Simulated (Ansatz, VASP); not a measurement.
# Cross-check of H2CClF between VASP and Ansatz, part 2 of 2

One calculation is typed for both programs; each brings its own data sets. How far apart do they land? The cell is taken from a series of runs on this material, whose earlier steps may have relaxed, scaled, displaced or heated it; both programs get it as it stands.

VASP 6.6.1 and Ansatz 0.2.0.

So far: The starting structure; Ansatz: G0W0 gap, r2SCAN.

### 3. VASP: G0W0 gap, r2SCAN

Level of this step: G0W0 on r2SCAN; plane waves and PAW (H_GW, C_GW, Cl_GW, F_GW) (VASP).

The same cell, functional and mesh now go to VASP, with its own data sets.

Lines of VASP's logs that name or quote its potential files are left out, and so is its time.

The run reads the wave functions of an earlier VASP run, which isn't shown here.

The input, INCAR:

```
SYSTEM = H2CClF
PREC = Accurate
ENCUT = 520
ISMEAR = 0
SIGMA = 0.01
LREAL = .FALSE.
METAGGA = R2SCAN
LASPH = .TRUE.
NBANDS = 328
ALGO = EVGW0
NELMGW = 1
ENCUTGW = 100
NOMEGA = 64
PRECFOCK = Fast
NBANDSGW = 32
LWAVE = .FALSE.
LCHARG = .FALSE.
```

The input, POSCAR:

```
H2CClF
1.0
    5.0206000000      0.0000000000      0.0000000000
    0.0000000000      4.1477000000      0.0000000000
   -2.1143188253      0.0000000000      6.4288463713
H C Cl F
4 2 2 2
Direct
    0.2852960594      0.3914791351      0.1553943381
    0.7147039406      0.8914791351      0.8446056619
    0.5707653094      0.1078566959      0.2708502709
    0.4292346906      0.6078566959      0.7291497291
    0.3460283809      0.1408088981      0.1943138297
    0.6539716191      0.6408088981      0.8056861703
    0.1663619786      0.0024810456      0.3682784982
    0.8336380214      0.5024810456      0.6317215018
    0.2643898490      0.9578742253      0.0148699962
    0.7356101510      0.4578742253      0.9851300038
```

The input, KPOINTS:

```
Automatic mesh
0
Gamma
2 4 2
0 0 0
```

PAW data sets: H_GW, C_GW, Cl_GW and F_GW (PBE family, release 64).

Launch:

```console
> mpirun -np 8 vasp_std
```

Numbers of over 12 decimals in the logs are rounded to 6 here.

The program printed:

```text
[banner, memory and clock lines left out]
running    8 mpi-ranks, on    1 nodes
 distrk:  each k-point on    8 cores,    1 groups
 distr:  one band on    1 cores,    8 groups

 POSCAR found type information on POSCAR H C ClF
 POSCAR found :  4 types and      10 ions
|                                                                             |
|           W    W    AA    RRRRR   N    N  II  N    N   GGGG   !!!           |
|           W    W   A  A   R    R  NN   N  II  NN   N  G    G  !!!           |
|           W    W  A    A  R    R  N N  N  II  N N  N  G       !!!           |
|           W WW W  AAAAAA  RRRRR   N  N N  II  N  N N  G  GGG   !            |
|           WW  WW  A    A  R   R   N   NN  II  N   NN  G    G                |
|           W    W  A    A  R    R  N    N  II  N    N   GGGG   !!!           |
|                                                                             |
|     For optimal performance we recommend to set                             |
|       NCORE = 2 up to number-of-cores-per-socket                            |
|     NCORE specifies how many cores store one orbital (NPAR=cpu/NCORE).      |
|     This setting can greatly improve the performance of VASP for DFT.       |
|     The default, NCORE=1 might be grossly inefficient on modern             |
|     multi-core architectures or massively parallel machines. Do your        |
|     Unfortunately you need to use the default for GW and RPA                |
|     calculations (for HF NCORE is supported but not extensively tested      |
|     yet).                                                                   |
|                                                                             |

|                                                                             |
|               ----> ADVICE to this user running VASP <----                  |
|                                                                             |
|     You enforced a specific xc type in the INCAR file but a different       |
|     [... a line on the potential file left out ...]
|     I HOPE YOU KNOW WHAT YOU ARE DOING!                                     |
|                                                                             |

|                                                                             |
|           W    W    AA    RRRRR   N    N  II  N    N   GGGG   !!!           |
|           W    W   A  A   R    R  NN   N  II  NN   N  G    G  !!!           |
|           W    W  A    A  R    R  N N  N  II  N N  N  G       !!!           |
|           W WW W  AAAAAA  RRRRR   N  N N  II  N  N N  G  GGG   !            |
|           WW  WW  A    A  R   R   N   NN  II  N   NN  G    G                |
|           W    W  A    A  R    R  N    N  II  N    N   GGGG   !!!           |
|                                                                             |
|     The default for ENCUTGWSOFT is different in this version of VASP.       |
|     please manually set ENCUTGWSOFT =100 in the INCAR file.                 |
|                                                                             |

 LDA part: xc-table for (None), standard interpolation
 found WAVECAR, reading the header
 POSCAR, INCAR and KPOINTS ok, starting setup
 FFT: planning ... GRIDC
 FFT: planning ... GRID_SOFT
 FFT: planning ... GRID
 reading WAVECAR
 the WAVECAR file was read successfully
 initial charge from wavefunction
 available memory per node:     37.58 GB, setting MAXMEM to     38480

 The Fermi energy was updated, please check that it is located mid-gap
 values below the HOMO (VB) or above the LUMO (CB) will cause erroneous energies
 E-fermi :   1.0518

 calculate exact exchange contribution
 the WAVEDER file was read successfully
energies w=
    0.000    0.000    0.647    0.000    1.293    0.000    1.936    0.000
    2.575    0.000    3.209    0.000    3.836    0.000    4.456    0.000
    5.069    0.000    5.673    0.000    6.270    0.000    6.858    0.000
    7.437    0.000    8.010    0.000    8.575    0.000    9.133    0.000
    9.685    0.000   10.233    0.000   10.776    0.000   11.316    0.000
   11.854    0.000   12.391    0.000   12.928    0.000   13.466    0.000
   14.006    0.000   14.551    0.000   15.101    0.000   15.658    0.000
   16.223    0.000   16.799    0.000   17.387    0.000   17.989    0.000
   18.608    0.000   19.246    0.000   19.906    0.000   20.591    0.000
   21.304    0.000   22.051    0.000   22.834    0.000   23.659    0.000
   24.533    0.000   25.462    0.000   26.454    0.000   27.519    0.000
   28.668    0.000   29.913    0.000   31.272    0.000   32.764    0.000
   34.413    0.000   36.248    0.000   38.306    0.000   40.635    0.000
   43.296    0.000   46.369    0.000   49.960    0.000   54.215    0.000
   59.340    0.000   65.630    0.000   73.533    0.000   83.751    0.000
   97.465    0.000  116.809    0.000  146.095    0.000  195.519    0.000
 responsefunction array rank=     312
 LDA part: xc-table for (None), standard interpolation

 min. memory requirement per mpi rank    267.6 MB, per node   2140.6 MB

 allocating   8 responsefunctions rank=   312
 shmem allocating  64 responsefunctions rank=   312
 response function shared by NCSHMEM nodes    1
 Doing            8  frequencies on each core in blocks of           64
NQ=   1    0.0000    0.0000    0.0000,
|.........|.........|.........|.........|.........|.........|.........|.........
 performed        449000 updates of chi_q(r,r)
 total number of BLAS operations        342.99 Gflops
NQ=   2    0.5000    0.0000    0.0000,
|.........|.........|.........|.........|.........|.........|.........|.........
 performed        898000 updates of chi_q(r,r)
 total number of BLAS operations        679.34 Gflops
NQ=   3    0.0000    0.2500    0.0000,
|.........|.........|.........|.........|.........|.........|.........|.........
 performed       1430000 updates of chi_q(r,r)
 total number of BLAS operations       1081.22 Gflops
NQ=   4    0.5000    0.2500    0.0000,
|.........|.........|.........|.........|.........|.........|.........|.........
 performed       1962000 updates of chi_q(r,r)
 total number of BLAS operations       1490.98 Gflops
NQ=   5    0.0000    0.5000    0.0000,
|.........|.........|.........|.........|.........|.........|.........|.........
 performed       2411000 updates of chi_q(r,r)
 total number of BLAS operations       1809.98 Gflops
NQ=   6    0.5000    0.5000    0.0000,
|.........|.........|.........|.........|.........|.........|.........|.........
 performed       2860000 updates of chi_q(r,r)
 total number of BLAS operations       2150.75 Gflops
NQ=   7    0.0000    0.0000    0.5000,
|.........|.........|.........|.........|.........|.........|.........|.........
 performed       3309000 updates of chi_q(r,r)
 total number of BLAS operations       2465.48 Gflops
NQ=   8    0.5000    0.0000    0.5000,
|.........|.........|.........|.........|.........|.........|.........|.........
 performed       3758000 updates of chi_q(r,r)
 total number of BLAS operations       2810.69 Gflops
NQ=   9    0.0000    0.2500    0.5000,
|.........|.........|.........|.........|.........|.........|.........|.........
 performed       4290000 updates of chi_q(r,r)
 total number of BLAS operations       3194.45 Gflops
NQ=  10    0.5000    0.2500    0.5000,
|.........|.........|.........|.........|.........|.........|.........|.........
 performed       4822000 updates of chi_q(r,r)
 total number of BLAS operations       3583.34 Gflops
NQ=  11    0.0000    0.5000    0.5000,
|.........|.........|.........|.........|.........|.........|.........|.........
 performed       5271000 updates of chi_q(r,r)
 total number of BLAS operations       3906.63 Gflops
NQ=  12    0.5000    0.5000    0.5000,
|.........|.........|.........|.........|.........|.........|.........|.........
 performed       5720000 updates of chi_q(r,r)
 total number of BLAS operations       4229.93 Gflops
 resolving degeneracies of screened two electron integrals

 calculate QP shifts <psi_nk| G(iteration)W_0 |psi_nk>: iteration 1
 entering main loop
```

OUTCAR, selected parts (step 3):

```text
ion  position               nearest neighbor table
   1  0.285  0.391  0.155-   5 1.09
   2  0.715  0.891  0.845-   6 1.09
   3  0.571  0.108  0.271-   5 1.09
   4  0.429  0.608  0.729-   6 1.09
   5  0.346  0.141  0.194-   1 1.09   3 1.09   9 1.38   7 1.79
   6  0.654  0.641  0.806-   2 1.09   4 1.09  10 1.38   8 1.79
   7  0.166  0.002  0.368-   5 1.79
   8  0.834  0.502  0.632-   6 1.79
   9  0.264  0.958  0.015-   5 1.38
  10  0.736  0.458  0.985-   6 1.38

  LATTYP: Found a simple monoclinic cell.
 ALAT       =     5.0206000000
 B/A-ratio  =     0.8261363184
 C/A-ratio  =     1.3479663785
 COS(beta)  =    -0.3124178180

 Subroutine GETGRP returns: Found  2 space group operations
 (whereof  1 operations were pure point group operations)

The static configuration has the point symmetry C_1 .
 The point group associated with its full space group is C_2 .

 Found     12 irreducible k-points:

   k-points           NKPTS =     12   k-points in BZ     NKDIM =     16   number of bands    NBANDS=    328

   dimension x,y,z NGX =    40 NGY =   32 NGZ =   50
   dimension x,y,z NGXF=    80 NGYF=   64 NGZF=  100

   ENCUT  =  520.0 eV  38.22 Ry    6.18 a.u.   9.33  7.71 12.58*2*pi/ulx,y,z

   NELECT =      40.0000    total number of electrons

  energy-cutoff  :      520.00
  volume of cell :      133.87
      direct lattice vectors                 reciprocal lattice vectors
     5.020600000  0.000000000  0.000000000     0.199179381  0.000000000  0.065506110
     0.000000000  4.147700000  0.000000000     0.000000000  0.241097476  0.000000000
    -2.114318825  0.000000000  6.428846371     0.000000000  0.000000000  0.155548903

 k-points in reciprocal lattice and weights: Automatic mesh
   0.00000000  0.00000000  0.00000000       0.062
   0.50000000  0.00000000  0.00000000       0.062
   0.00000000  0.25000000  0.00000000       0.125
   0.50000000  0.25000000  0.00000000       0.125
   0.00000000  0.50000000  0.00000000       0.062
   0.50000000  0.50000000  0.00000000       0.062
   0.00000000  0.00000000  0.50000000       0.062
   0.50000000  0.00000000  0.50000000       0.062
   0.00000000  0.25000000  0.50000000       0.125
   0.50000000  0.25000000  0.50000000       0.125
   0.00000000  0.50000000  0.50000000       0.062
   0.50000000  0.50000000  0.50000000       0.062

 E-fermi :   1.0518

 QP shifts <psi_nk| G(iteration)W_0 |psi_nk>: iteration 1
 for sc-GW calculations column KS-energies equals QP-energies in previous step
 and V_xc(KS)=  KS-energies - (<T + V_ion + V_H > + <T+V_H+V_ion>^1  + <V_x>^1)
 k-point   1 :       0.0000    0.0000    0.0000
  band No.  KS-energies  QP-energies   sigma(KS)   V_xc(KS)     V^pw_x(r,r')   Z            occupation Imag(sigma)
    ...
     17      -3.0231      -4.8785     -17.2957     -15.0409     -19.4838       0.8229       2.0000       0.0509
     18      -3.0080      -4.8082     -17.5403     -15.3453     -19.8294       0.8201       2.0000       0.0525
     19      -2.9665      -4.8750     -16.6184     -14.2963     -18.7263       0.8219       2.0000       0.0521
     20      -2.4889      -4.3213     -17.1091     -14.8876     -19.1743       0.8248       2.0000       0.0483
     21       4.6728       6.6369     -10.1377     -12.4618      -7.0128       0.8451       0.0000      -0.0548
     22       4.8843       6.9297     -10.2752     -12.7037      -7.0933       0.8423       0.0000      -0.0567
     23       5.4917       6.7701      -8.0698      -9.5466      -5.0134       0.8656       0.0000      -0.0533
     24       6.6094       8.4321     -10.0107     -12.1542      -6.7710       0.8503       0.0000      -0.0608
    ...

 k-point   2 :       0.5000    0.0000    0.0000
  band No.  KS-energies  QP-energies   sigma(KS)   V_xc(KS)     V^pw_x(r,r')   Z            occupation Imag(sigma)
    ...
     17      -2.9669      -4.7578     -17.5548     -15.3724     -19.8039       0.8206       2.0000       0.0523
     18      -2.8288      -4.6084     -17.3665     -15.2003     -19.5440       0.8215       2.0000       0.0508
     19      -2.4247      -4.2877     -17.5381     -15.2850     -19.6749       0.8269       2.0000       0.0475
     20      -2.2835      -4.1268     -17.3518     -15.1209     -19.4351       0.8262       2.0000       0.0477
     21       4.3404       6.2672     -10.1928     -12.4736      -7.0113       0.8448       0.0000      -0.0544
     22       5.0134       7.0041     -10.0333     -12.3958      -6.8978       0.8426       0.0000      -0.0563
     23       5.4036       6.8819      -8.4208     -10.1255      -5.3375       0.8673       0.0000      -0.0536
     24       6.4270       8.2220      -9.6391     -11.7423      -6.3307       0.8535       0.0000      -0.0604
    ...

 k-point   3 :       0.0000    0.2500    0.0000
  band No.  KS-energies  QP-energies   sigma(KS)   V_xc(KS)     V^pw_x(r,r')   Z            occupation Imag(sigma)
    ...
     17      -3.1000      -4.9479     -17.2139     -14.9629     -19.4113       0.8210       2.0000       0.0516
     18      -3.0470      -4.8621     -17.5703     -15.3573     -19.8664       0.8203       2.0000       0.0526
     19      -2.8354      -4.7338     -17.0724     -14.7702     -19.2413       0.8246       2.0000       0.0508
     20      -2.4717      -4.3175     -17.4838     -15.2506     -19.6251       0.8265       2.0000       0.0481
     21       4.6349       6.5802     -10.1583     -12.4577      -7.0436       0.8460       0.0000      -0.0545
     22       4.9215       7.0208     -10.5465     -13.0478      -7.3204       0.8393       0.0000      -0.0575
     23       5.8078       7.3285      -8.6866     -10.4557      -5.5129       0.8596       0.0000      -0.0560
     24       6.7233       8.6952     -10.3848     -12.7088      -7.0335       0.8485       0.0000      -0.0628
    ...

 k-point   4 :       0.5000    0.2500    0.0000
  band No.  KS-energies  QP-energies   sigma(KS)   V_xc(KS)     V^pw_x(r,r')   Z            occupation Imag(sigma)
    ...
     17      -3.1309      -4.9556     -17.2063     -14.9793     -19.4192       0.8193       2.0000       0.0526
     18      -2.9097      -4.7034     -17.3437     -15.1608     -19.5212       0.8217       2.0000       0.0509
     19      -2.3299      -4.1842     -17.7431     -15.5020     -19.9140       0.8274       2.0000       0.0474
     20      -2.2591      -4.1062     -17.5856     -15.3526     -19.7179       0.8272       2.0000       0.0476
     21       4.4717       6.4216     -10.2972     -12.6080      -7.1245       0.8438       0.0000      -0.0548
     22       5.0257       7.0665     -10.3027     -12.7300      -7.1074       0.8408       0.0000      -0.0572
     23       5.8422       7.5463      -9.2235     -11.2083      -6.0429       0.8586       0.0000      -0.0568
     24       6.0762       7.6909      -8.7501     -10.6245      -5.5914       0.8615       0.0000      -0.0562
    ...

[... 4 further parts left out ...]
```

### 4. Side by side

Known differences besides the potentials themselves: VASP keeps PBE cores, Ansatz makes them for the functional; fixed occupations in Ansatz, narrow Gaussian smearing in VASP; the cutoff is 500 eV in Ansatz and 520 eV in VASP; Ansatz integrates over frequency by contour deformation, VASP on a grid of NOMEGA points; Ansatz's G0W0 levels solve the quasiparticle equation, VASP's are linearised. Total energies have different zeros and are not compared.

Compared:

```tsv
quantity	Ansatz	VASP	difference
G0W0 gap on the mesh (eV)	10.33	10.35	-0.02
Kohn-Sham gap under it (eV)	6.58	6.58	0.00
```

### 5. Results

```
difference in G0W0 gap on the mesh (G0W0 gap, r2SCAN) : -0.020 eV
```

**Reading.** The difference in G0W0 gap on the mesh is -0.020 eV (G0W0 gap, r2SCAN). Such differences can come from data sets, numerical settings and the points named under the comparisons, not from the functional's error against experiment.

[Lines on the potential files, build, host, timing and source positions are cut from VASP's logs without a mark.]

[Logs are printed without paths, hosts, clocks, repeated set-up lines and the standing remarks that a program may print on its own settings, such as how far it seeks lower states.]

[Hosts, paths, dates, database ids (printed as entryN), source tags and the programs' standing remarks are cut or masked in the printed files.]
